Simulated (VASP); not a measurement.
```
CdO
1.0
    0.00000     2.37108     2.37108
    2.37108     0.00000     2.37108
    2.37108     2.37108     0.00000
Cd O
1 1
Direct
  0.00000   0.00000   0.00000
  0.50000   0.50000   0.50000
```

Method: PBE GGA with D3 dispersion (Becke-Johnson damping), VASP's PBE PAW potentials (set 64) (plane waves; VASP). Settings: 520 eV cut-off, Gaussian smearing of 0.050 eV, potentials Cd O.

Task: Give the energies of bands 2 to 10 at the high-symmetry points, in eV from the Fermi level.

Result: 
| band | Γ | X | U | L | W |
|---|---|---|---|---|---|
| 2 | -6.64 | -7.06 | -7.03 | -7.49 | -6.79 |
| 3 | -6.64 | -6.10 | -6.60 | -7.17 | -6.74 |
| 4 | -6.64 | -5.99 | -6.45 | -7.17 | -6.74 |
| 5 | -6.35 | -5.99 | -6.07 | -6.12 | -5.99 |
| 6 | -6.35 | -5.71 | -5.97 | -6.12 | -5.80 |
| 7 | -1.21 | -4.11 | -3.24 | -3.72 | -2.84 |
| 8 | -1.21 | -2.15 | -2.75 | 0.02 | -2.84 |
| 9 | -1.21 | -2.15 | -1.17 | 0.02 | -1.79 |
| 10 | -0.46 | 3.80 | 5.31 | 4.46 | 5.86 |

It has no gap at this level: it comes out as a metal or semimetal.

The compound is CdO in the rock salt structure. It was relaxed first.
